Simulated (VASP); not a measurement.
# BeHF3 (Pm-3m) in VASP: reference runs

Reference runs on BeHF3: the cell as given.

Program: VASP 6.6.1. These are calculated values, not measurements. Logs are shortened: lines on timing, memory, paths and dates and some standing lists are left out, and cuts for length are marked.

**1. Starting point**

The structure is cubic, space group Pm-3m (No. 221). The conventional cell has a = 3.769 Å, b = 3.769 Å, c = 3.769 Å, α = 90.00°, β = 90.00°, γ = 90.00°. Be (site symmetry m-3m) is surrounded by 6 F at 1.88 Å. H (site symmetry m-3m) is surrounded by 12 F at 2.66 Å. Around F (site symmetry 4/mmm) lie 2 Be at 1.88 Å.

The cell was built by a generator and needn't be a form met in nature.

**2. Single point, PBE**

INCAR reads:

```
PREC     = Accurate       # precision mode
ENCUT    = 520            # plane-wave cutoff, eV
EDIFF    = 1E-7           # SCF threshold, eV
ISMEAR   = -1             # smearing method
SIGMA    = 0.05           # smearing width, eV
LREAL    = False          # projectors in reciprocal space
LASPH    = True           # aspherical terms in the spheres
NELM     = 80             # most SCF steps
ALGO     = Normal         # electronic algorithm
ISIF     = 2              # what is computed and relaxed
LWAVE    = False          # write WAVECAR
LCHARG   = False          # write CHGCAR
GGA      = PE             # functional
NBANDS   = 20             # bands
```

KPOINTS reads:

```
regular mesh
0
Gamma
  7 7 7
```

POSCAR reads:

```
BeHF3
1.0
    3.7688200700      0.0000000000      0.0000000000
    0.0000000000      3.7688200700      0.0000000000
    0.0000000000      0.0000000000      3.7688200700
Be H F
1 1 3
Direct
    0.5000000000      0.5000000000      0.5000000000
    0.0000000000      0.0000000000      0.0000000000
    0.0000000000      0.5000000000      0.5000000000
    0.5000000000      0.0000000000      0.5000000000
    0.5000000000      0.5000000000      0.0000000000
```

Potentials or basis: VASP PAW PBE potentials, release 64 (Be, H, F).

The run is started by

```console
> cat potpaw_PBE.64/Be/POTCAR potpaw_PBE.64/H/POTCAR potpaw_PBE.64/F/POTCAR > POTCAR
> mpirun -np 1 vasp_std > vasp.out
```

OUTCAR:

```text
PREC = Accurate
   ENCUT = 520
   EDIFF = 1E-7
   ISMEAR = -1
   LREAL = False
   LASPH = True
   NELM = 80
   ISIF = 2
   GGA = PE

 ion  position               nearest neighbor table
   1  0.500  0.500  0.500-   3 1.88   4 1.88   5 1.88   5 1.88   4 1.88   3 1.88
   2  0.000  0.000  0.000-
   3  0.000  0.500  0.500-   1 1.88   1 1.88
   4  0.500  0.000  0.500-   1 1.88   1 1.88
   5  0.500  0.500  0.000-   1 1.88   1 1.88

  LATTYP: Found a simple cubic cell.
 ALAT       =     3.7688200700

  Lattice vectors:

 A1 = (   3.7688200700,   0.0000000000,   0.0000000000)
 A2 = (   0.0000000000,   3.7688200700,   0.0000000000)
 A3 = (   0.0000000000,   0.0000000000,   3.7688200700)

Analysis of symmetry for initial positions (statically):
=====================================================================
 Subroutine PRICEL returns:
 Original cell was already a primitive cell.

 Routine SETGRP: Setting up the symmetry group for a
 simple cubic supercell.

 Subroutine GETGRP returns: Found 48 space group operations
 (whereof 48 operations were pure point group operations)
 out of a pool of 48 trial point group operations.

The static configuration has the point symmetry O_h .

Analysis of symmetry for dynamics (positions and initial velocities):
=====================================================================
 Subroutine PRICEL returns:
 Original cell was already a primitive cell.

 Routine SETGRP: Setting up the symmetry group for a
 simple cubic supercell.

 Subroutine GETGRP returns: Found 48 space group operations
 (whereof 48 operations were pure point group operations)
 out of a pool of 48 trial point group operations.

The dynamic configuration has the point symmetry O_h .

 Subroutine INISYM returns: Found 48 space group operations
 (whereof 48 operations are pure point group operations),
 and found     1 'primitive' translations

----------------------------------------------------------------------------------------

                                     Primitive cell

  volume of cell :      53.5323

  direct lattice vectors                    reciprocal lattice vectors
     3.768820070  0.000000000  0.000000000     0.265335034  0.000000000  0.000000000
     0.000000000  3.768820070  0.000000000     0.000000000  0.265335034  0.000000000
     0.000000000  0.000000000  3.768820070     0.000000000  0.000000000  0.265335034

  length of vectors
     3.768820070  3.768820070  3.768820070     0.265335034  0.265335034  0.265335034

  position of ions in fractional coordinates (direct lattice)
     0.500000000  0.500000000  0.500000000
     0.000000000  0.000000000  0.000000000
     0.000000000  0.500000000  0.500000000
     0.500000000  0.000000000  0.500000000
     0.500000000  0.500000000  0.000000000

  ion indices of the primitive-cell ions
   primitive index   ion index
                 1           1
                 2           2
                 3           3
                 4           4
                 5           5

----------------------------------------------------------------------------------------

 KPOINTS: regular mesh

Automatic generation of k-mesh.
 Grid dimensions read from file:
 generate k-points for:    7    7    7

 Generating k-lattice:

  Cartesian coordinates                     Fractional coordinates (reciprocal lattice)
     0.037905005  0.000000000  0.000000000     0.142857143  0.000000000  0.000000000
     0.000000000  0.037905005  0.000000000     0.000000000  0.142857143  0.000000000
     0.000000000  0.000000000  0.037905005     0.000000000  0.000000000  0.142857143

  Length of vectors
     0.037905005  0.037905005  0.037905005

  Shift w.r.t. Gamma in fractional coordinates (k-lattice)
     0.000000000  0.000000000  0.000000000

 Subroutine IBZKPT returns following result:
 ===========================================

 Found     20 irreducible k-points:

 Following reciprocal coordinates:
            Coordinates               Weight
  0.000000  0.000000  0.000000      1.000000
  0.142857  0.000000  0.000000      6.000000
  0.285714  0.000000  0.000000      6.000000
  0.428571  0.000000  0.000000      6.000000
  0.142857  0.142857  0.000000     12.000000
  0.285714  0.142857  0.000000     24.000000
[... 12 lines left out ...]
  0.428571  0.428571  0.285714     24.000000
  0.428571  0.428571  0.428571      8.000000
   k-points           NKPTS =     20   k-points in BZ     NKDIM =     20   number of bands    NBANDS=     20
   number of dos      NEDOS =    301   number of ions     NIONS =      5
   total plane-waves  NPLWV =  21952
   dimension x,y,z NGX =    28 NGY =   28 NGZ =   28
   dimension x,y,z NGXF=    56 NGYF=   56 NGZF=   56
   ions per type =               1   1   3
   NGX,Y,Z   is equivalent  to a cutoff of  12.35, 12.35, 12.35 a.u.
   NGXF,Y,Z  is equivalent  to a cutoff of  24.70, 24.70, 24.70 a.u.
 SYSTEM =  unknown system
   PREC   = accura    normal or accurate (medium, high low for compatibility)
   ISTART =      0    job   : 0-new  1-cont  2-samecut
   ICHARG =      2    charge: 1-file 2-atom 10-const
   ISPIN  =      1    spin polarized calculation?
   LNONCOLLINEAR =      F non collinear calculations
   LSORBIT =      F    spin-orbit coupling
   LASPH  =      T    aspherical Exc in radial PAW
   ENCUT  =  520.0 eV  38.22 Ry    6.18 a.u.   7.01  7.01  7.01*2*pi/ulx,y,z
   NELM   =     80;   NELMIN=  2; NELMDL= -5     # of ELM steps
   EDIFF  = 0.1E-06   stopping-criterion for ELM
   LREAL  =      F    real-space projection
   EDIFFG = 0.1E-05   stopping-criterion for IOM
   NSW    =      0    number of steps for IOM
   IBRION =     -1    ionic relax: 0-MD 1-quasi-New 2-CG
   NFREE  =      0    steps in history (QN), initial steepest desc. (CG)
   ISIF   =      2    stress and relaxation
   ISYM   =      2    0-nonsym 1-usesym 2-fastsym
   POTIM  = 0.5000    time-step for ionic-motion
   TEBEG  =    0.0;   TEEND  =   0.0 temperature during run
   PSTRESS=    0.0 pullay stress
   NELECT =      24.0000    total number of electrons
   NUPDOWN=      -1.0000    fix difference up-down
   EMIN   =  10.00;   EMAX   =-10.00  energy-range for DOS
   EFERMI =   0.00;   METHOD = LEGACY
   ISMEAR =    -1;   SIGMA  =   0.05  broadening in eV -4-tet -1-fermi 0-gaus
   EFERMI_NEDOS =   21; number of points for ismear=-14 and -15
   IALGO  =     38    algorithm
   IMIX   =      4    mixing-type and parameters
     AMIX     =   0.40;   BMIX     =  1.00
     AMIX_MAG =   1.60;   BMIX_MAG =  1.00
  volume/ion in A,a.u.               =      10.71        72.25
  Fermi-wavevector in a.u.,A,eV,Ry     =   1.252968  2.367765 21.360165  1.569928
  Thomas-Fermi vector in A             =   2.386843
   LORBIT       =      0    0 simple, 1 ext, 2 COOP (PROOUT), +10 PAW based schemes
   GGA     = PE    functional components
   LHFCALC =     F    Hartree Fock is set to
   AEXX    =    0.0000 exact exchange contribution
   IVDW    =     0    specifies the selected vdW correction
   LEPSILON=     F    determine dielectric tensor
   LRPA    =     F    only Hartree local field effects (RPA)
 non-spin polarized calculation
  energy-cutoff  :      520.00
  volume of cell :       53.53
 maximum number of plane-waves:      1451
   NGX = 15   NGY = 15   NGZ = 15

 number of electron      23.9999955 magnetization

 Free energy of the ion-electron system (eV)
  ---------------------------------------------------
  ext. energy  EPLUGINS =         0.00000000
  ---------------------------------------------------
  free energy    TOTEN  =       -18.93457215 eV

  energy without entropy =      -18.92787181  energy(sigma->0) =      -18.93122198

 E-fermi :  -2.3580     XC(G=0):  -8.8249

 val. band max:       -2.4967782401   @ k =   0.4286   0.4286   0.4286
 cond. band min:      -2.2925286365   @ k =   0.1429   0.0000   0.0000
 fundamental gap:      0.2042496036
 Fermi energy:        -2.3580077737

 k-point     1 :       0.0000    0.0000    0.0000
  band No.  band energies     occupation
      1     -23.2767      2.00000
      2     -22.1682      2.00000
      3     -22.1682      2.00000
      4      -6.1357      2.00000
      5      -6.1357      2.00000
      6      -6.1357      2.00000
[... 12 lines left out ...]
     19      13.6287      0.00000
     20      13.6287      0.00000

 k-point     2 :       0.1429    0.0000    0.0000
  band No.  band energies     occupation
      1     -23.2317      2.00000
      2     -22.2234      2.00000
      3     -22.1662      2.00000
      4      -6.0776      2.00000
      5      -6.0776      2.00000
      6      -6.0436      2.00000
[... 12 lines left out ...]
     19      13.8906      0.00000
     20      13.9518      0.00000

 k-point     3 :       0.2857    0.0000    0.0000
  band No.  band energies     occupation
      1     -23.1078      2.00000
      2     -22.3705      2.00000
      3     -22.1619      2.00000
      4      -5.9341      2.00000
      5      -5.9341      2.00000
      6      -5.7826      2.00000
[... 12 lines left out ...]
     19      13.5976      0.00000
     20      13.5976      0.00000

 k-point     4 :       0.4286    0.0000    0.0000
  band No.  band energies     occupation
      1     -22.9519      2.00000
      2     -22.5446      2.00000
      3     -22.1584      2.00000
      4      -5.8018      2.00000
      5      -5.8018      2.00000
      6      -5.3930      2.00000
[... 12 lines left out ...]
     19      13.0374      0.00000
     20      13.0374      0.00000

 k-point     5 :       0.1429    0.1429    0.0000
  band No.  band energies     occupation
      1     -23.1884      2.00000
      2     -22.2459      2.00000
      3     -22.1941      2.00000
      4      -6.2054      2.00000
      5      -6.0195      2.00000
      6      -5.7633      2.00000
[... 12 lines left out ...]
     19      13.6813      0.00000
     20      14.0512      0.00000

 k-point     6 :       0.2857    0.1429    0.0000
  band No.  band energies     occupation
      1     -23.0687      2.00000
      2     -22.3747      2.00000
      3     -22.2009      2.00000
      4      -6.1861      2.00000
      5      -5.8758      2.00000
      6      -5.3884      2.00000
[... 12 lines left out ...]
     19      13.1895      0.00000
     20      13.4412      0.00000

 k-point     7 :       0.4286    0.1429    0.0000
  band No.  band energies     occupation
      1     -22.9169      2.00000
      2     -22.5413      2.00000
      3     -22.1986      2.00000
      4      -6.0760      2.00000
      5      -5.7430      2.00000
      6      -5.1298      2.00000
[... 12 lines left out ...]
     19      12.7056      0.00000
     20      13.0043      0.00000
[... 185 lines left out ...]
 k-point    16 :       0.4286    0.4286    0.1429
  band No.  band energies     occupation
      1     -22.6675      2.00000
      2     -22.5406      2.00000
      3     -22.4502      2.00000
      4      -6.8627      2.00000
      5      -5.3574      2.00000
      6      -4.9678      2.00000
[... 12 lines left out ...]
     19      12.0493      0.00000
     20      12.4257      0.00000

 k-point    17 :       0.2857    0.2857    0.2857
  band No.  band energies     occupation
      1     -22.8421      2.00000
      2     -22.4051      2.00000
      3     -22.4051      2.00000
      4      -6.9508      2.00000
      5      -5.0043      2.00000
      6      -4.7524      2.00000
[... 12 lines left out ...]
     19      12.0424      0.00000
     20      12.2622      0.00000

 k-point    18 :       0.4286    0.2857    0.2857
  band No.  band energies     occupation
      1     -22.7261      2.00000
      2     -22.5256      2.00000
      3     -22.3999      2.00000
      4      -7.1088      2.00000
      5      -5.1381      2.00000
      6      -4.6209      2.00000
[... 12 lines left out ...]
     19      11.9828      0.00000
     20      12.1475      0.00000

 k-point    19 :       0.4286    0.4286    0.2857
  band No.  band energies     occupation
      1     -22.6321      2.00000
      2     -22.5330      2.00000
      3     -22.4813      2.00000
      4      -7.3237      2.00000
      5      -5.1492      2.00000
      6      -4.6355      2.00000
[... 12 lines left out ...]
     19      11.8157      0.00000
     20      12.0119      0.00000

 k-point    20 :       0.4286    0.4286    0.4286
  band No.  band energies     occupation
      1     -22.5829      2.00000
      2     -22.5266      2.00000
      3     -22.5266      2.00000
      4      -7.5772      2.00000
      5      -4.9695      2.00000
      6      -4.8375      2.00000
[... 12 lines left out ...]
     19      11.5092      0.00000
     20      11.9559      0.00000

------------------------ aborting loop because EDIFF is reached ----------------------------------------

  FORCE on cell =-STRESS in cart. coord.  units (eV):
  Direction    XX          YY          ZZ          XY          YZ          ZX
  --------------------------------------------------------------------------------------
  -------------------------------------------------------------------------------------
  Total       -5.6216451     -5.6216451     -5.6216451      0.0000000      0.0000000     -0.0000000
  in kB     -168.2510543   -168.2510543   -168.2510543      0.0000000      0.0000000     -0.0000000
  external PRESSURE =    -168.2510543 kB  Pullay stress =       0.0000000 kB

 VOLUME and BASIS-vectors are now :
 -----------------------------------------------------------------------------
  energy-cutoff  :      520.00
  volume of cell :       53.53
      direct lattice vectors                 reciprocal lattice vectors
     3.768820070  0.000000000  0.000000000     0.265335034  0.000000000  0.000000000
     0.000000000  3.768820070  0.000000000     0.000000000  0.265335034  0.000000000
     0.000000000  0.000000000  3.768820070     0.000000000  0.000000000  0.265335034

 POSITION                                       TOTAL-FORCE (eV/Angst)
 -----------------------------------------------------------------------------------
      1.88441      1.88441      1.88441         0.000000      0.000000      0.000000
      0.00000      0.00000      0.00000         0.000000      0.000000      0.000000
      0.00000      1.88441      1.88441         0.000000      0.000000      0.000000
      1.88441      0.00000      1.88441         0.000000      0.000000      0.000000
      1.88441      1.88441      0.00000         0.000000      0.000000      0.000000
 -----------------------------------------------------------------------------------
    total drift:                                0.000000      0.000000      0.000000

  FREE ENERGIE OF THE ION-ELECTRON SYSTEM (eV)
  ---------------------------------------------------
  free  energy   TOTEN  =       -18.9345721457 eV

  energy  without entropy=      -18.9278718111  energy(sigma->0) =      -18.93122198
```

Wall time 22 s (1 thread of Intel Xeon Platinum 8559C (Emerald Rapids), shared host); peak memory 0.15 GiB.

Results:

```yaml
Free_energy: -18.9346 eV
Pressure: -16.8 GPa
Band_gap_on_the_k_mesh: none (metal or under the smearing width)
```

Caveat: so large a pressure means that the cell lies far from this level's equilibrium, or that cutoff or potentials fall short.
